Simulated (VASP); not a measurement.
An input for Ansatz (written as the equivalent of a VASP run, and not itself run):

Ansatz 0.2 input:
```yaml
crystal:
  lattice:
    - [1.3005000, -2.2525320, 0.0000000]
    - [1.3005000, 2.2525320, 0.0000000]
    - [0.0000000, 0.0000000, 4.3044000]
  atoms:
    - { symbol: B, position: [0.6666670, 0.3333330, 0.5000000] }
    - { symbol: B, position: [0.3333330, 0.6666670, 0.0000000] }
    - { symbol: N, position: [0.6666670, 0.3333330, 0.8750000] }
    - { symbol: N, position: [0.3333330, 0.6666670, 0.3750000] }
kpoints:
  mp_grid: { grid: [7, 7, 4] }
hamiltonian:
  xc: pbe
  pseudopotentials: { kind: paw }
scf:
  occupations: { method: gaussian, width: 0.05 }
  max_iter: 100
output: { forces: true, stress: true, eigenvalues: true }
```

Write the VASP files for the same calculation (PBE).

This is not unique; one that fits is 
INCAR:
```
PREC = Accurate
ISMEAR = 0
SYSTEM = BN
LREAL = .FALSE.   ! projection in real space or not
ENCUT = 520
GGA = PE
LCHARG = .FALSE.
NELM = 100   ! most electronic steps
LWAVE = .FALSE.
SIGMA = 0.05
ISIF = 2   ! forces and stress, cell fixed
EDIFF = 1E-6   ! SCF stop (eV)
LASPH = .TRUE.
ALGO = Normal
```

### KPOINTS
```
Automatic mesh
0
gamma
  7 7 4
```

File POSCAR:
```
BN
1
    1.3005000000    -2.2525320000     0.0000000000
    1.3005000000     2.2525320000     0.0000000000
    0.0000000000     0.0000000000     4.3044000000
B N
2 2
Direct
  0.6666670000   0.3333330000   0.5000000000
  0.3333330000   0.6666670000   0.0000000000
  0.6666670000   0.3333330000   0.8750000000
  0.3333330000   0.6666670000   0.3750000000
```

POTCAR, in this order: B N (PBE.64 set). Program: vasp_std.

The two are equivalent in intent, not identical: each code has its own PAW files, so the cut-off isn't converted (ENCUT is set for VASP's; basis.ecutwfc is left out, and Ansatz then takes the one that its files recommend); Ansatz stops its SCF on the density residual and VASP on the energy change (EDIFF).

The compound is BN in the wurtzite structure, a metastable high-pressure form. The cell was not relaxed at this level.
